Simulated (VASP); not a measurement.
Here is the system:

```yaml
crystal:
  lattice:
    - [-1.60167, 1.64981, 2.50234]
    - [1.60167, -1.64981, 2.50234]
    - [1.60167, 1.64981, -2.50234]
  atoms:
    - { symbol: In, position: [0.00000, 0.00000, 0.00000] }
```

Level of theory: PBE GGA, VASP's PBE PAW potentials (set 64) (plane waves; VASP 6.6.1). Run with 450 eV cut-off, 14×14×14 Γ-centred mesh, first-order Methfessel-Paxton smearing of 0.10 eV, potentials In_d.

Question: Give the stress tensor in GPa (positive for a compressed cell).

Answer: 
```
2.14  0.00  0.00
0.00  1.22  0.00
0.00  0.00  1.11
```
The pressure is its mean diagonal, 1.49 GPa.

The compound is In in the bct structure. The cell was not relaxed at this level. The run is one of a series of settings (ENCUT = 450 against the base run), some of them coarse on purpose.
